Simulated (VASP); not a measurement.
Consider the following.

```
AlFe3C
1.0
    3.89607     0.00000     0.00000
    0.00000     3.89607     0.00000
    0.00000     0.00000     3.89607
Al C Fe
1 1 3
Direct
  0.00000   0.00000   0.00000
  0.50000   0.50000   0.50000
  0.00000   0.50000   0.50000
  0.50000   0.50000   0.00000
  0.50000   0.00000   0.50000
```
Starting moments (μB, in the order of the record's atoms Al C Fe Fe Fe): 0.0 0.0 4.0 4.0 4.0.

Method: PBEsol GGA, VASP's PBE PAW potentials (set 64) (plane waves; VASP). Settings: 400 eV cut-off, 5×5×5 Γ-centred mesh, Gaussian smearing of 0.20 eV, potentials Al C Fe.

At this cut-off the stress carries a Pulay error, which pulls relaxed volumes low.

### Question
Estimate the cell moment, energy per atom (σ→0), pressure, band gap (on the k-mesh) with the smallest direct gap where there is one.

### Answer

- band gap (on the k-mesh): none (metal, semimetal or under 0.01 eV)
- cell moment: 4.11 μB
- energy per atom (σ→0): -8.189 eV/atom
- pressure: -24.46 GPa

### Question
Give the moment on each site (PAW-sphere projection).

### Answer

```
site  moment (μB)
----  -----------
Al1         -0.06
C2          -0.10
Fe3          1.48
Fe4          1.48
Fe5          1.48
```

The absolute energy has meaning only against runs of the same code, potentials and settings.

The structure was generated: AlFe3C was put into an ordered model structure, which need not be its known phase. The cell was not relaxed at this level. The k-mesh is coarse (spacing up to 0.32 per Å, 2π included), so the numbers may not be converged in it.
